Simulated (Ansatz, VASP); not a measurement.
# Cross-check of Al3SiCN3 between VASP and Ansatz, part 2 of 3

Aim: how closely do two programs agree when they are given the same cell, functional and k mesh? The cell is generated by rule, not measured, and may not be a known phase. The cell is taken from a series of runs on this material, whose earlier steps may have relaxed, scaled, displaced or heated it; both programs get it as it stands.

VASP 6.6.1 and Ansatz 0.2.0.

So far: The starting structure; Ansatz: zone-centre phonons, PBE.

### Step 3. VASP: zone-centre phonons, PBE

Level of this step: PBE; plane waves and PAW (Al, C, N, Si); invented cell (VASP).

The same cell, functional and mesh now go to VASP, with its own data sets.

Lines of VASP's logs that name or quote its potential files are left out, and so is its time.

Input file INCAR:

```
SYSTEM = Al3SiCN3
PREC = Accurate
ENCUT = 600
EDIFF = 1E-08
NELM = 120
ISMEAR = 0
SIGMA = 0.01
LREAL = .FALSE.
ALGO = Normal
GGA = PE
NBANDS = 24
LORBIT = 11
LWAVE = .FALSE.
LCHARG = .FALSE.
ISIF = 2
IBRION = 8
LEPSILON = .TRUE.
LASPH = .TRUE.
GGA_COMPAT = .FALSE.
EFERMI = MIDGAP
KPAR = 2
```

Input file POSCAR:

```
Al3SiCN3
1.0
    3.1436117243      0.0000000000      0.0000000000
   -1.5718058621      2.7224476129      0.0000000000
    0.0000000000      0.0000000000     10.0603509923
Al C N Si
3 1 3 1
Direct
    0.3333333334      0.6666666666      0.9984792068
    0.6666666667      0.3333333333      0.2447516055
    0.3333333334      0.6666666666      0.4901601022
    0.6666666667      0.3333333333      0.9339996743
    0.3333333334      0.6666666666      0.1940469171
    0.6666666667      0.3333333333      0.4398353994
    0.3333333334      0.6666666666      0.6870855297
    0.6666666667      0.3333333333      0.7616415651
```

Input file KPOINTS:

```
Automatic mesh
0
Gamma
12 12 4
0 0 0
```

PAW data sets: Al, C, N and Si (PBE family, release 64).

The run is started by

```
mpirun -np 2 vasp_std
```

Log:

```text
[banner, memory and clock lines left out]
running    2 mpi-ranks, on    1 nodes
 distrk:  each k-point on    1 cores,    2 groups
 distr:  one band on    1 cores,    1 groups

 POSCAR found type information on POSCAR AlC N Si
 POSCAR found :  4 types and       8 ions
 LDA part: xc-table for (Slater+PW92), standard interpolation
 POSCAR, INCAR and KPOINTS ok, starting setup
 FFT: planning ... GRIDC
 FFT: planning ... GRID_SOFT
 FFT: planning ... GRID
 WAVECAR not read
 entering main loop
       N       E                     dE             d eps       ncg     rms          rms(c)
DAV:   1     0.120452492439E+03    0.12045E+03   -0.15997E+04  3312   0.134E+03
DAV:   2    -0.571476618052E+02   -0.17760E+03   -0.16585E+03  4576   0.249E+02
DAV:   3    -0.676226774561E+02   -0.10475E+02   -0.10414E+02  4392   0.639E+01
DAV:   4    -0.677431406769E+02   -0.12046E+00   -0.12040E+00  4096   0.779E+00
DAV:   5    -0.677451160965E+02   -0.19754E-02   -0.19750E-02  4376   0.966E-01    0.172E+01
DAV:   6    -0.578361765030E+02    0.99089E+01   -0.31649E+01  4384   0.319E+01    0.655E+00
DAV:   7    -0.577832945559E+02    0.52882E-01   -0.32795E+00  4432   0.107E+01    0.389E+00
DAV:   8    -0.577289526214E+02    0.54342E-01   -0.26629E-01  4216   0.351E+00    0.175E+00
DAV:   9    -0.577115316274E+02    0.17421E-01   -0.57503E-02  4320   0.198E+00    0.336E-01
DAV:  10    -0.577122684060E+02   -0.73678E-03   -0.12546E-02  3816   0.697E-01    0.224E-01
DAV:  11    -0.577125085548E+02   -0.24015E-03   -0.59678E-04  4408   0.169E-01    0.116E-01
DAV:  12    -0.577126753170E+02   -0.16676E-03   -0.39459E-04  4264   0.157E-01    0.330E-02
DAV:  13    -0.577126860661E+02   -0.10749E-04   -0.57661E-05  4288   0.582E-02    0.115E-02
DAV:  14    -0.577126860550E+02    0.11041E-07   -0.11526E-05  4328   0.230E-02    0.493E-03
DAV:  15    -0.577126867851E+02   -0.73004E-06   -0.16239E-06  4176   0.949E-03    0.150E-03
DAV:  16    -0.577126868891E+02   -0.10400E-06   -0.27700E-07  4368   0.390E-03    0.841E-04
DAV:  17    -0.577126869096E+02   -0.20521E-07   -0.69403E-08  4320   0.185E-03    0.526E-04
DAV:  18    -0.577126869135E+02   -0.38929E-08   -0.14811E-08  3072   0.991E-04
   1 F= -.57712687E+02 E0= -.57712687E+02  d E =-.435935-125
 Linear response reoptimize wavefunctions to high precision
DAV:   1    -0.577126869126E+02    0.85333E-09   -0.39716E-09  3016   0.544E-04
DAV:   2    -0.577126869127E+02   -0.52296E-10   -0.48404E-10  2416   0.175E-04
 Linear response G [H, r] |phi>, progress :
  Direction:   1
       N       E                     dE             d eps       ncg     rms
RMM:   1    -0.138049016365E+03   -0.13805E+03    0.84059E+01  8320   0.860E+01
RMM:   2    -0.114162462523E+03    0.23887E+02   -0.11381E+01  5627   0.217E+01
RMM:   3    -0.114314707608E+03   -0.15225E+00   -0.21380E-01  5986   0.268E+00
RMM:   4    -0.114320020311E+03   -0.53127E-02   -0.65151E-03  6242   0.420E-01
RMM:   5    -0.114320081402E+03   -0.61091E-04   -0.38413E-04  6316   0.766E-02
RMM:   6    -0.114320080960E+03    0.44207E-06   -0.33281E-05  6375   0.150E-02
RMM:   7    -0.114320079604E+03    0.13554E-05   -0.57318E-06  6369   0.337E-03
RMM:   8    -0.114320079327E+03    0.27766E-06   -0.73894E-06  6264   0.718E-04
RMM:   9    -0.114320079253E+03    0.73470E-07    0.11568E-06  5555   0.231E-04
RMM:  10    -0.114320079187E+03    0.65916E-07   -0.73401E-07  4253   0.948E-05
RMM:  11    -0.114320079185E+03    0.24203E-08    0.18255E-06  3773   0.740E-05
RMM:  12    -0.114320079190E+03   -0.49319E-08    0.10401E-06  3660   0.706E-05
RMM:  13    -0.114320079189E+03    0.98785E-09    0.99997E-07  3652   0.704E-05
RMM:  14    -0.114320079188E+03    0.37207E-09    0.17976E-07  3517   0.704E-05
 Linear response G [H, r] |phi>, progress :
  Direction:   2
       N       E                     dE             d eps       ncg     rms
RMM:   1    -0.140275789461E+03   -0.14028E+03    0.41805E+01  8250   0.858E+01
RMM:   2    -0.118964426162E+03    0.21311E+02   -0.10450E+01  5554   0.212E+01
RMM:   3    -0.119103883482E+03   -0.13946E+00   -0.18086E-01  5942   0.256E+00
RMM:   4    -0.119108881395E+03   -0.49979E-02   -0.52509E-03  6194   0.404E-01
RMM:   5    -0.119108967809E+03   -0.86414E-04   -0.28051E-04  6276   0.724E-02
RMM:   6    -0.119108970495E+03   -0.26858E-05   -0.28402E-05  6373   0.142E-02
RMM:   7    -0.119108969199E+03    0.12957E-05   -0.24917E-06  6376   0.315E-03
RMM:   8    -0.119108968940E+03    0.25893E-06   -0.67533E-06  6306   0.686E-04
RMM:   9    -0.119108968867E+03    0.73512E-07   -0.77973E-06  5456   0.228E-04
RMM:  10    -0.119108968867E+03   -0.66692E-09   -0.29350E-06  4227   0.106E-04
RMM:  11    -0.119108968872E+03   -0.49104E-08   -0.14707E-06  3776   0.888E-05
RMM:  12    -0.119108968879E+03   -0.69436E-08   -0.29597E-06  3694   0.862E-05
RMM:  13    -0.119108968875E+03    0.38460E-08   -0.29978E-06  3653   0.862E-05
RMM:  14    -0.119108968875E+03    0.23508E-09   -0.14549E-06  3524   0.859E-05
[...]
RMM:  13    -0.239200474542E+00    0.43949E-08   -0.91923E-10 16413   0.155E-06    0.956E-08
 first order change of Fermi-energy   0.30498E-01
 force on displaced ion       5 direction 1 : -16.797  -0.000  -0.000
 Born effective charge ion    5 direction 1 :  -2.516   0.000   0.000
 Linear response progress:
  Degree of freedom:  10/ 16
[...]
RMM:   2    -0.260287024573E+00    0.91089E-03   -0.56874E-03  5393   0.379E-01    0.175E-01
RMM:   3    -0.260302674548E+00   -0.15650E-04   -0.23778E-03  5692   0.196E-01    0.791E-02
RMM:   4    -0.261508632375E+00   -0.12060E-02   -0.18734E-03  6046   0.149E-01    0.197E-02
RMM:   5    -0.261451648930E+00    0.56983E-04   -0.26831E-05  5948   0.285E-02    0.101E-02
RMM:   6    -0.261452451863E+00   -0.80293E-06   -0.45609E-06  6111   0.111E-02    0.270E-03
RMM:   7    -0.261467456767E+00   -0.15005E-04   -0.59855E-07  6132   0.304E-03    0.126E-03
RMM:   8    -0.261459797576E+00    0.76592E-05   -0.48975E-08  6061   0.118E-03    0.513E-04
RMM:   9    -0.261457502743E+00    0.22948E-05   -0.10088E-08  6134   0.471E-04    0.139E-04
RMM:  10    -0.261457936297E+00   -0.43355E-06   -0.74652E-09  6170   0.160E-04    0.326E-05
RMM:  11    -0.261457971438E+00   -0.35142E-07   -0.27019E-08  6138   0.442E-05    0.145E-05
RMM:  12    -0.261458043948E+00   -0.72510E-07   -0.86118E-09  6184   0.175E-05    0.451E-06
RMM:  13    -0.261458034686E+00    0.92617E-08   -0.40568E-09  6083   0.737E-06    0.130E-06
 first order change of Fermi-energy   0.13208E+01
 force on displaced ion       6 direction 3 :  -0.000  -0.000 -18.404
 Born effective charge ion    6 direction 3 :   0.000   0.000  -3.132
 Linear response progress:
  Degree of freedom:  13/ 16
       N       E                     dE             d eps       ncg     rms          rms(c)
RMM:   1    -0.229358958744E+00   -0.22936E+00    0.24504E-01 28453   0.236E+00
RMM:   2    -0.229174569255E+00    0.18439E-03   -0.54643E-03 22083   0.406E-01    0.169E-01
RMM:   3    -0.230024760561E+00   -0.85019E-03   -0.64891E-04 21884   0.123E-01    0.908E-02
RMM:   4    -0.231528534998E+00   -0.15038E-02   -0.60010E-04 22103   0.108E-01    0.229E-02
RMM:   5    -0.231441811631E+00    0.86723E-04   -0.22277E-05 25177   0.260E-02    0.295E-03
RMM:   6    -0.231464832415E+00   -0.23021E-04   -0.40647E-07 25992   0.331E-03    0.159E-03
RMM:   7    -0.231465816425E+00   -0.98401E-06   -0.71751E-08 25777   0.141E-03    0.149E-04
RMM:   8    -0.231465725725E+00    0.90699E-07    0.10184E-08 26673   0.176E-04    0.103E-04
RMM:   9    -0.231465662451E+00    0.63274E-07   -0.45997E-08 26146   0.108E-04    0.123E-05
RMM:  10    -0.231465807750E+00   -0.14530E-06   -0.88487E-09 27034   0.224E-05    0.530E-06
RMM:  11    -0.231465813243E+00   -0.54932E-08   -0.31769E-09 25807   0.104E-05    0.131E-06
 first order change of Fermi-energy   0.16288E+00
 force on displaced ion       7 direction 1 :  -6.440   0.001  -0.000
 Born effective charge ion    7 direction 1 :  -2.805   0.000  -0.000
 Linear response progress:
  Degree of freedom:  14/ 16
       N       E                     dE             d eps       ncg     rms          rms(c)
RMM:   1    -0.261630071695E+00   -0.26163E+00    0.25499E-01  6686   0.249E+00
RMM:   2    -0.259311285323E+00    0.23188E-02   -0.59156E-03  5429   0.416E-01    0.172E-01
RMM:   3    -0.259663824712E+00   -0.35254E-03   -0.12731E-03  5723   0.153E-01    0.885E-02
RMM:   4    -0.260836107612E+00   -0.11723E-02   -0.11225E-03  5867   0.124E-01    0.249E-02
RMM:   5    -0.260791564497E+00    0.44543E-04   -0.38862E-05  5987   0.319E-02    0.811E-03
RMM:   6    -0.260812028986E+00   -0.20464E-04   -0.21151E-06  6107   0.718E-03    0.356E-03
RMM:   7    -0.260800125441E+00    0.11904E-04   -0.50195E-07  6071   0.335E-03    0.108E-03
RMM:   8    -0.260796094527E+00    0.40309E-05   -0.78167E-08  6045   0.135E-03    0.377E-04
RMM:   9    -0.260798728375E+00   -0.26338E-05   -0.19777E-08  6126   0.414E-04    0.138E-04
RMM:  10    -0.260798460318E+00    0.26806E-06   -0.12501E-08  6098   0.164E-04    0.469E-05
RMM:  11    -0.260798544828E+00   -0.84510E-07    0.19517E-08  6223   0.462E-05    0.148E-05
RMM:  12    -0.260798529388E+00    0.15440E-07    0.23502E-08  6079   0.203E-05    0.448E-06
RMM:  13    -0.260798537660E+00   -0.82716E-08    0.67963E-09  6071   0.684E-06    0.182E-06
 first order change of Fermi-energy   0.10637E+01
 force on displaced ion       7 direction 3 :  -0.000   0.000 -21.556
 Born effective charge ion    7 direction 3 :   0.000  -0.000  -2.670
 Linear response progress:
  Degree of freedom:  15/ 16
       N       E                     dE             d eps       ncg     rms          rms(c)
RMM:   1    -0.154474714953E-01   -0.15447E-01    0.98836E-03 35357   0.754E-01
RMM:   2    -0.134202348069E-01    0.20272E-02   -0.12129E-03 22457   0.203E-01    0.923E-02
RMM:   3    -0.132641409751E-01    0.15609E-03   -0.44125E-05 24402   0.344E-02    0.561E-02
RMM:   4    -0.131013969914E-01    0.16274E-03   -0.50591E-05 23264   0.386E-02    0.563E-03
RMM:   5    -0.130718091794E-01    0.29588E-04   -0.20426E-06 25129   0.688E-03    0.141E-03
RMM:   6    -0.130664668922E-01    0.53423E-05   -0.12262E-07 25698   0.151E-03    0.604E-04
RMM:   7    -0.130652296179E-01    0.12373E-05    0.31144E-08 25720   0.456E-04    0.600E-05
RMM:   8    -0.130653577784E-01   -0.12816E-06    0.52891E-08 26630   0.721E-05    0.222E-05
RMM:   9    -0.130654290236E-01   -0.71245E-07   -0.25755E-09 26102   0.282E-05    0.467E-06
RMM:  10    -0.130654214036E-01    0.76200E-08    0.32669E-09 26074   0.631E-06    0.156E-06
 first order change of Fermi-energy  -0.32381E-01
 force on displaced ion       8 direction 1 :  -6.937  -0.001  -0.000
 Born effective charge ion    8 direction 1 :   3.143  -0.000   0.000
 Linear response progress:
  Degree of freedom:  16/ 16
       N       E                     dE             d eps       ncg     rms          rms(c)
RMM:   1    -0.418849158872E-01   -0.41885E-01    0.13576E-02  9225   0.101E+00
RMM:   2    -0.359641196047E-01    0.59208E-02   -0.29362E-03  5499   0.311E-01    0.215E-01
RMM:   3    -0.345973026607E-01    0.13668E-02   -0.11432E-03  5933   0.130E-01    0.121E-01
RMM:   4    -0.340722547649E-01    0.52505E-03   -0.83106E-04  6082   0.119E-01    0.340E-02
RMM:   5    -0.340075536682E-01    0.64701E-04   -0.79764E-05  6015   0.385E-02    0.106E-02
RMM:   6    -0.340246540310E-01   -0.17100E-04   -0.33599E-06  6004   0.903E-03    0.589E-03
RMM:   7    -0.340376498111E-01   -0.12996E-04   -0.61160E-07  5967   0.444E-03    0.101E-03
RMM:   8    -0.340376411651E-01    0.86460E-08   -0.66694E-08  6168   0.945E-04    0.425E-04
 first order change of Fermi-energy  -0.13347E+01
 force on displaced ion       8 direction 3 :   0.000  -0.000 -41.966
 Born effective charge ion    8 direction 3 :  -0.000   0.000   2.598
 Born effective charges drift removed
 Linear response finished
```

(Continued in part 3 of 3.)

[Lines on the potential files, build, host, timing and source positions are cut from VASP's logs without a mark.]

[Logs are printed without paths, hosts, clocks, repeated set-up lines and the standing remarks that a program may print on its own settings, such as how far it seeks lower states.]

[Hosts, paths, dates, database ids (printed as entryN), source tags and the programs' standing remarks are cut or masked in the printed files.]
